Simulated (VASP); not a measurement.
The system is Mg2CdO3.

```
Mg Cd O
1.0
     5.01431    0.00000    0.00000
    -2.50715    4.34252    0.00000
     0.00000    0.00000    4.17041
Mg Cd O
2 1 3
Direct
  0.33333 0.66667 0.00000
  0.66667 0.33333 0.00000
  0.00000 0.00000 0.00000
  0.50000 0.00000 0.50000
  0.00000 0.50000 0.50000
  0.50000 0.50000 0.50000
```

The cell was built by a generator and needn't be a form met in nature.

- Program: VASP 6.6.1
- Task: relaxation of cell and atoms
- Functional: PBE
- Potentials or basis: VASP PAW PBE potentials, release 64 (Mg, Cd, O)
- Cutoff: 520 eV
- k mesh: 3 × 3 × 4
- Occupations: gaussian, width 0.15 eV
- Spin: no spin polarisation

At the start: pressure -9.4 GPa; volume 15.13 Å³/atom.

Q: Where does the relaxation end?

A: Over 13 steps the energy falls by 1344.5 meV/atom and the volume is 11.84 Å³/atom (-21.7 %); space group P6/mmm (No. 191, to 0.05 Å).

Step by step:
```tsv
step	energy change (eV)	largest force (eV/Å)	pressure (GPa)	volume (Å³)
1	0.0000	0.0000	-9.45	90.81
2	-5.3957	0.0000	-7.61	77.96
3	624.0398	0.0000	4372.61	25.06
4	-3.4705	0.0000	-2.37	77.47
5	-1.6848	0.0000	85.14	54.01
6	-6.8370	0.0000	3.15	69.97
7	-7.2476	0.0000	23.27	62.47
8	-7.9061	0.0000	9.95	66.18
9	-7.9770	0.0000	6.84	67.23
10	-7.9781	0.0000	5.50	67.77
11	-8.0616	0.0000	-1.65	72.26
12	-8.0660	0.0000	-0.48	71.40
13	-8.0670	0.0000	0.24	71.06
```

Final structure:
```
Mg Cd O
1.0
     5.43831    0.00000    0.00000
    -2.71916    4.70972    0.00000
     0.00000    0.00000    2.77433
Mg Cd O
2 1 3
Direct
  0.33333 0.66667 0.00000
  0.66667 0.33333 0.00000
  0.00000 0.00000 0.00000
  0.50000 0.00000 0.50000
  0.00000 0.50000 0.50000
  0.50000 0.50000 0.50000
```

Caveat: the k mesh is coarse (spacing up to 0.48 Å⁻¹), so the values aren't converged; the volume moved by over 15 % at a fixed basis, so the end points are rough.
